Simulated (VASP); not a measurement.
Wanted: the native input for a VASP 6.6.1 run.

```yaml
Task: single point
Functional: LDA
Potentials_or_basis: VASP PAW LDA potentials, release 64 (K_sv, Pd, C)
Cutoff: 520 eV
k_mesh: 6 × 6 × 6
Occupations: gaussian, width 0.05 eV
Spin: no spin polarisation
Dipole_correction: no
Further_INCAR_settings: ALGO = Normal; EDIFF = 1e-06; NBANDS = 26
```

The structure of K2PdC2 lies in POSCAR:

```
K2PdC2
1.0
    5.1181840614      0.0000000000      0.0000000000
   -2.5590920307      4.4324774185      0.0000000000
    0.0000000000      0.0000000000      5.2581371800
K Pd C
2 1 2
Direct
    0.6666666667      0.3333333333      0.7201982100
    0.3333333333      0.6666666667      0.2798017900
    0.0000000000      0.0000000000      0.0000000000
    0.0000000000      0.0000000000      0.6035559057
    0.0000000000      0.0000000000      0.3631623457
```

The cell comes from a database or a generator and needn't be the stable form of this composition.

The cell isn't the ideal one: all C atoms moved +0.087 Å, as atom 4 towards its neighbour atom 5 (C) at 1.264 Å.

These files were run (other wordings do the same):

INCAR

```
SYSTEM = K2PdC2
PREC = Accurate ; ENCUT = 520
EDIFF = 1E-6 ; ISMEAR = 0
SIGMA = 0.05 ; LREAL = .FALSE.
LASPH = .TRUE. ; NELM = 100
ALGO = Normal ; ISIF = 2
LWAVE = .FALSE. ; LCHARG = .FALSE.
GGA = CA ; NBANDS = 26
```

KPOINTS

```
Automatic mesh
0
G
  6 6 6
  0 0 0
```

Potentials or basis: VASP PAW LDA potentials, release 64 (K_sv, Pd, C).

Launch:

```sh
$ cat potpaw_LDA.64/K_sv/POTCAR potpaw_LDA.64/Pd/POTCAR potpaw_LDA.64/C/POTCAR > POTCAR
$ mpirun -np 1 vasp_std > vasp.out
```

Results of the run:

| Quantity | Value |
| --- | --- |
| Pressure | -2.1 GPa |
| Largest force | 1.658 eV/Å |
| Band gap on the k mesh | 1.36 eV, indirect (least direct gap 1.38 eV) |

Caveat: forces of over 1 eV/Å show positions far from the minimum, so gaps and moduli don't describe the material at rest.

Run time: 2.1 min on 1 thread of Intel(R) Xeon(R) Platinum 8559C (Emerald Rapids), with other jobs on the host, peak memory 0.26 GiB.
